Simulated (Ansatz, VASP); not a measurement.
# CdFe: VASP beside Ansatz

Wanted: the spread between two codes on one cell, functional and k mesh. The cell is invented: As first built, before any earlier steps moved the atoms (in the runner's words): it takes the MgCd structure with some of its atoms replaced by other elements, volume scaled by an estimate. It may not be a known or stable phase. The cell is taken from a series of VASP runs on this material, whose earlier steps may have relaxed, scaled or displaced it; both programs get it as it stands. Valence electrons are named where the data sets of a main pair hold unlike numbers.

Program: Ansatz 0.2.0. Level of theory: plane waves, with VASP 6.6.1 beside it; relaxation of cell and atoms at PBE. Results are calculated unless marked as measured.

**1. The structure**

Symmetry: P-3m1, No. 164, trigonal system. Conventional cell: a = 2.939 Å, b = 2.939 Å, c = 8.996 Å, α = 90.00°, β = 90.00°, γ = 120.00°. Nearest to Cd lie 3 Fe at 2.87 Å and 9 Cd at 2.94 to 3.20 Å. Fe has 3 Fe at 2.38 Å and 3 Cd at 2.87 Å nearest. As first built, before any earlier steps moved the atoms (in the runner's words): sites of the MgCd structure (space group 164) filled with other elements, volume scaled by an estimate. Farther neighbours are not listed.

**2. Ansatz: relaxation of cell and atoms, PBE**

Ansatz runs on its default PAW (the set named soft_2) files.

The relaxed volume is the usual yardstick between codes: in a stiff, nearly cubic crystal its relative difference is about their pressure difference at one cell divided by the bulk modulus.

File input.yaml:

```yaml
crystal:
  lattice:
    - [2.9391405026, 0.0, 0.0]
    - [-1.4695702513, 2.5453704418, 0.0]
    - [0.0, 0.0, 8.9957979564]
  atoms:
    - { symbol: Cd, position: [0.66666667, 0.33333333, 0.8494461101] }
    - { symbol: Cd, position: [0.33333333, 0.66666667, 0.1505538899] }
    - { symbol: Fe, position: [0.33333333, 0.66666667, 0.5924664535], spin: 3.0 }
    - { symbol: Fe, position: [0.66666667, 0.33333333, 0.4075335465], spin: 3.0 }
hamiltonian:
  xc: pbe
  pseudopotentials: { kind: paw }
magnetization:
  spin_polarized: true
kpoints:
  mp_grid: { grid: [10, 10, 3] }
scf:
  occupations: { method: fermi_dirac, width: 0.05 }
relax:
  f_tol: 0.01
  max_steps: 60
  cell: { stress_tol: 0.05 }
output:
  forces: true
  stress: true
```

On the command line:

```console
$ ansatz run input.yaml --threads 4 --pin off --max-ram 9216MiB --backend cpu --events-out ev --progress --plain --runs-dir out
```

Numbers of over 12 decimals in the logs are rounded to 6 here.

The log of the run:

```text
Engine: ansatz 0.2.0, aarch64-unknown-linux-gnu
Pseudopotentials: kind: paw
Pseudopotential: Cd, paw, valence charge 20, recommended cutoff 420 eV (normal), Cd.paw.azcp
Pseudopotential: Fe, paw, valence charge 16, recommended cutoff 420 eV (normal), Fe.paw.azcp
Functional definition: PBE
  parameter kappa = 0.804
  parameter beta = 0.066725
  exchange = pbe_x(kappa = kappa, mu = beta*pi^2/3)
  correlation = pbe_c(beta = beta)
Crystal: 4 atoms, lattice volume = 67.299 Å³
Basis set: ecut = 420 eV, 1279 PW (Γ), exchange–correlation on 40×40×128 points (8 copies of the dense FFT grid, shifted against one another)
Bands: 47, of which v1, the nominal top of the filled ones, is band 36 counted from 1 (35 counted from 0)
Symmetry: 12 space group operations
Space group: P-3m1 (ITA 164), of the structure as read, at distance tolerance 4.1e-5 Å
Magnetic group: BNS 164.85 (UNI 1315), of the structure as read, at distance tolerance 4.1e-5 Å
k-points: 36 of 300
Non-local potential: Cd, projectors of the file, l = 0: 3, l = 1: 2, l = 2: 2, l = 3: 1
Non-local potential: Fe, projectors of the file, l = 0: 3, l = 1: 2, l = 2: 3, l = 3: 1
PAW form: soft (Blöchl's): semilocal exchange-correlation on the pseudo side does not see the compensation charge
PAW one-centre angular grid: Cd, 590 points (default); XC on 64 Gauss nodes
PAW one-centre angular grid: Fe, 590 points (default); XC on 64 Gauss nodes
Initial density: superposition of atomic densities (chi_scale 0.1, normalization cell)
Starting moments: Σ|m| = 6 μB on 2 of 4 sites
Initial wavefunctions: pseudopotential atomic-orbital guess
Functional: x = pbe(κ = 0.804, μ = 0.219515), c = pbe(β = 0.066725)
SCF iter   1: F=—  HF=-25468.811568 eV  |F-HF|=—  |Δ(HF+E_count)|=         —  Δρ=3.72e-2 (↑2.41e-2 ↓3.72e-2)  dr2=1.81e1  dr2_m=1.10e-1  M=5.377 μB ∫|m|=5.540 μB  β_m=0.30  ethr=3.10e-3  ⟨swp⟩=5.8  Hψ=11401  notcnv=0  defer=22
Mixer restart at iter 1: flushing history
preconditioner: auto → Kerker (q_TF=auto, 2.759 Å⁻¹)  [metal: Δε(μ)=0.010 eV  Ē_g=10.212 eV  σ=0.050 eV  W_gap=0.05  n_scr=24 (ndim 8)  ℏωp=28.6 eV  f_vac=0.000  D(μ)=2.63/eV (n_scr^D=24)]
spin=Collinear: Kerker preconditioning applied to the charge; magnetization (m = ρ↑ − ρ↓) channel mixes plain (no charge-response kernel on spin).
SCF iter   2: F=—  HF=-25469.301081 eV  |F-HF|=—  |Δ(HF+E_count)|=   4.90e-1  Δρ=2.96e-2 (↑1.79e-2 ↓2.96e-2)  dr2=1.45e1  dr2_m=5.99e-2  M=5.271 μB ∫|m|=5.477 μB  β_m=0.62  ethr=3.10e-3  ⟨swp⟩=2.1  Hψ=4454  notcnv=0  defer=254
SCF iter   3: F=—  HF=-25468.624811 eV  |F-HF|=—  |Δ(HF+E_count)|=   6.76e-1  Δρ=1.39e-2 (↑1.39e-2 ↓7.80e-3)  dr2=1.86e0  dr2_m=2.09e-2  M=4.804 μB ∫|m|=5.308 μB  β_m=0.71  ethr=3.10e-3  ⟨swp⟩=3.4  Hψ=5584  notcnv=0  defer=254
SCF iter   4: F=—  HF=-25468.549380 eV  |F-HF|=—  |Δ(HF+E_count)|=   7.54e-2  Δρ=6.57e-3 (↑4.34e-3 ↓6.57e-3)  dr2=4.38e-2  dr2_m=1.04e-2  M=4.868 μB ∫|m|=5.360 μB  β_m=0.71  ethr=2.59e-3  ⟨swp⟩=2.7  Hψ=5106  notcnv=0  defer=244
SCF iter   5: F=—  HF=-25468.709619 eV  |F-HF|=—  |Δ(HF+E_count)|=         —  Δρ=1.27e-2 (↑3.03e-3 ↓1.27e-2)  dr2=1.63e-1  dr2_m=1.91e-2  M=5.038 μB ∫|m|=5.497 μB  β_m=0.71  ethr=6.08e-5  ⟨swp⟩=2.4  Hψ=6469  notcnv=0  defer=260
Mixer restart at iter 5: flushing history
SCF iter   6: F=—  HF=-25468.774449 eV  |F-HF|=—  |Δ(HF+E_count)|=   6.48e-2  Δρ=8.78e-3 (↑8.78e-3 ↓4.59e-3)  dr2=2.12e-2  dr2_m=2.32e-2  M=5.152 μB ∫|m|=5.587 μB  β_m=0.77  ethr=6.08e-5  ⟨swp⟩=2.8  Hψ=6615  notcnv=0  defer=260
SCF iter   7: F=—  HF=-25468.764506 eV  |F-HF|=—  |Δ(HF+E_count)|=   9.94e-3  Δρ=4.40e-3 (↑3.79e-3 ↓4.40e-3)  dr2=6.55e-2  dr2_m=1.27e-4  M=5.137 μB ∫|m|=5.569 μB  β_m=0.70  ethr=2.94e-5  ⟨swp⟩=2.5  Hψ=7016  notcnv=0  defer=272
SCF iter   8: F=—  HF=-25468.755628 eV  |F-HF|=—  |Δ(HF+E_count)|=   8.88e-3  Δρ=1.21e-3 (↑9.61e-4 ↓1.21e-3)  dr2=3.19e-3  dr2_m=4.02e-5  M=5.189 μB ∫|m|=5.606 μB  β_m=0.85  ethr=2.94e-5  ⟨swp⟩=2.1  Hψ=5814  notcnv=0  defer=272
SCF iter   9: F=—  HF=-25468.757702 eV  |F-HF|=—  |Δ(HF+E_count)|=   2.07e-3  Δρ=1.60e-4 (↑9.48e-5 ↓1.60e-4)  dr2=1.07e-4  dr2_m=2.31e-6  M=5.163 μB ∫|m|=5.585 μB  β_m=0.85  ethr=4.43e-6  ⟨swp⟩=2.0  Hψ=4685  notcnv=0  defer=272
SCF iter  10: F=—  HF=-25468.757689 eV  |F-HF|=—  |Δ(HF+E_count)|=   1.35e-5  Δρ=2.15e-4 (↑2.15e-4 ↓1.18e-4)  dr2=9.48e-5  dr2_m=1.62e-6  M=5.160 μB ∫|m|=5.582 μB  β_m=0.92  ethr=1.48e-7  ⟨swp⟩=2.0  Hψ=5850  notcnv=0  defer=272
SCF iter  11: F=—  HF=-25468.757686 eV  |F-HF|=—  |Δ(HF+E_count)|=   3.04e-6  Δρ=3.53e-5 (↑3.53e-5 ↓3.40e-5)  dr2=1.06e-6  dr2_m=4.49e-7  M=5.160 μB ∫|m|=5.583 μB  β_m=0.84  ethr=1.32e-7  ⟨swp⟩=2.0  Hψ=3933  notcnv=0  defer=272
SCF iter  12: F=—  HF=-25468.757686 eV  |F-HF|=—  |Δ(HF+E_count)|=   3.73e-7  Δρ=1.52e-5 (↑6.93e-6 ↓1.52e-5)  dr2=4.19e-7  dr2_m=1.60e-8  M=5.160 μB ∫|m|=5.583 μB  β_m=0.92  ethr=1.47e-9  ⟨swp⟩=2.0  Hψ=5490  notcnv=0  defer=272
SCF iter  13: F=—  HF=-25468.757686 eV  |F-HF|=—  |Δ(HF+E_count)|=   2.96e-8  Δρ=6.89e-6 (↑6.89e-6 ↓3.33e-6)  dr2=4.30e-8  dr2_m=1.34e-8  M=5.160 μB ∫|m|=5.582 μB  β_m=0.96  ethr=5.81e-10  ⟨swp⟩=1.5  Hψ=3763  notcnv=0  defer=272
SCF iter  14: F=-25468.757686 eV  HF=-25468.757686 eV  |F-HF|=5.94e-8  |Δ(HF+E_count)|=   1.71e-9  Δρ=4.68e-6 (↑2.44e-6 ↓4.68e-6)  dr2=6.09e-8  dr2_m=9.93e-10  M=5.160 μB ∫|m|=5.582 μB  ethr=5.97e-11  ⟨swp⟩=2.0  Hψ=8806  notcnv=0
SCF 1 converged in 14 iterations: F = -25468.757686 eV  dr2 = 6.09e-8
  greatest PAW one-centre occupation: 1.003 electrons in one spin orbital (limit 2), on the Fe atom at site 3 (counted from 0), in its partial waves of l = 1
relax step   1: F+E_penalty+E_count = -25468.75768554 eV  Δ(F+E_penalty+E_count) = +0.000e0 eV  max|allowed force component| = 6.749e-2 eV/Å  Δτ_max = 0.0000 Å  P = +0.454 GPa  Ω = 67.299 Å³  (14 SCF iters, dr2 threshold 1.00e-7 eV, accepted)
[...]
relax step   2: F+E_penalty+E_count = -25468.75796731 eV  Δ(F+E_penalty+E_count) = -2.818e-4 eV  max|allowed force component| = 5.502e-2 eV/Å  Δτ_max = 0.0059 Å  P = +0.030 GPa  Ω = 67.735 Å³  energy of the carried Pulay correction = -1.989e-4 eV  (9 SCF iters, dr2 threshold 4.00e-7 eV, accepted)
[...]
relax step   3: F+E_penalty+E_count = -25468.75834164 eV  Δ(F+E_penalty+E_count) = -3.743e-4 eV  max|allowed force component| = 1.797e-2 eV/Å  Δτ_max = 0.0056 Å  P = -0.031 GPa  Ω = 67.721 Å³  energy of the carried Pulay correction = -1.924e-4 eV  (8 SCF iters, dr2 threshold 1.89e-7 eV, accepted)
[...]
relax step   4: F+E_penalty+E_count = -25468.75840508 eV  Δ(F+E_penalty+E_count) = -6.344e-5 eV  max|allowed force component| = 4.297e-3 eV/Å  Δτ_max = 0.0013 Å  P = -0.007 GPa  Ω = 67.693 Å³  energy of the carried Pulay correction = -1.797e-4 eV  (9 SCF iters, dr2 threshold 2.02e-8 eV, accepted)
[...]
relax step   5: F+E_penalty+E_count = -25468.75860121 eV  Δ(F+E_penalty+E_count) = -1.961e-4 eV  max|allowed force component| = 4.319e-3 eV/Å  Δτ_max = 0.0000 Å  P = -0.009 GPa  Ω = 67.693 Å³  stress off target by 2.69e-2 GPa  SCF on the basis re-selected at this cell (its energy is not comparable with the rows above)  (9 SCF iters)
basis re-selected at this cell: Δ(F+E_penalty+E_count) = -1.961e-4 eV, ΔP = -0.001 GPa vs the last step (what re-selecting the basis moved, of the pressure what is left beyond the Pulay correction that the steps carried, after the strain that the cell walked since its last selection, with what the two solves' SCF thresholds leave and, on support functions, any second-order correction that the steps lacked; it is no m [...]
SCF converged after 9 iterations
Magnetization: 5.2206 μB (38.6103 up, 33.3897 down)
Absolute magnetization: 5.6351 μB (∫|ρ↑−ρ↓|, with the PAW one-centre terms)
Spin contamination: 0.2156 ħ² per cell (⟨S²⟩ above its minimum at these occupations)
Per-site moments (μB) at R_I (Å): [(-0.022459, 1.185474), (-0.022459, 1.185474), (2.625255, 0.984485), (2.625255, 0.984485)]
Free energy (F): -25468.758601 eV
Harris-Foulkes:  -25468.758601 eV  (|F-HF|=1.46e-11)
Internal energy: -25468.731882 eV  (E = F + TS)
E sigma→0 (E₀):  -25468.745242 eV
Entropy (-TS):   -0.026719 eV (-6.680 meV/atom)
Fermi energy:    15.398397 eV
--- Per-component energies (eV) ---
  E_band       = -1271.725783
  E_kinetic    = 1705.257917
  E_local      = -10444.244042  (includes V_loc(G=0)·N_el)
  E_nonlocal   = 509.649917
  E_hartree    = 4691.656646
  E_xc         = -587.665235
  E_vxc        = -744.774770  (∫ρ·V_xc dr)
  E_paw        = -10900.926768  (= ΣΔE_a)
  E_vpaw       = -1680.929666  (= ΣTr[D̂ρ^β])
  E_aug_tail   = 0.001843  (compensation charges beyond the density's cutoff)
  E_ewald      = -10442.462161
  E_smearing   = -0.026719  (= −TS)
  E_closure    = -0.000000  (closes the sum)
  Σ components = -25468.758601   (vs F -25468.758601, Δ=0.00e0)
--- Forces (eV/Å), atoms counted from 1 ---
  atom   1  Cd    -0.00000000    -0.00000000     0.00074898
  atom   2  Cd     0.00000000     0.00000000    -0.00074898
  atom   3  Fe    -0.00000000    -0.00000000    -0.00431869
  atom   4  Fe     0.00000000     0.00000000     0.00431869
  max |Σ_I F_I| component: 9.25e-18 eV/Å
--- Stress (GPa, compression-positive) ---
       -0.026289       0.000000      -0.000000
        0.000000      -0.026289       0.000000
       -0.000000       0.000000       0.026885
  P = ⅓ Tr σ = -0.0086 GPa (-0.086 kbar)
--- Relaxed structure (4 steps of the walk, 4 accepted, 1 SCFs on fresh bases) ---
  F+E_penalty+E_count = -25468.75860121 eV   max|allowed force component| = 4.319e-3 eV/Å   (the final SCF, on the basis selected at the relaxed cell)
  cell:  # Å, volume = 67.6929 Å³
    - [2.940927, 0, 0]
    - [-1.470464, 2.546918, 0]
    - [0, 0, 9.037413]
  atoms:
    - { symbol: Cd, position: [0.666667, 0.333333, 0.849353] }
    - { symbol: Cd, position: [0.333333, 0.666667, 0.150647] }
    - { symbol: Fe, position: [0.333333, 0.666667, 0.592792] }
    - { symbol: Fe, position: [0.666667, 0.333333, 0.407208] }
```

It took 18 s on 4 threads of Arm Neoverse V1, shared host; peak memory 0.51 GiB; 67 s of CPU time.

(Continued in part 2 of 2.)

[Lines on the potential files, build, host, timing and source positions are cut from VASP's logs without a mark.]

[Logs are printed without paths, hosts, clocks, repeated set-up lines and the standing remarks that a program may print on its own settings, such as how far it seeks lower states.]

[Hosts, paths, dates, database ids (printed as entryN), source tags and the programs' standing remarks are cut or masked in the printed files.]
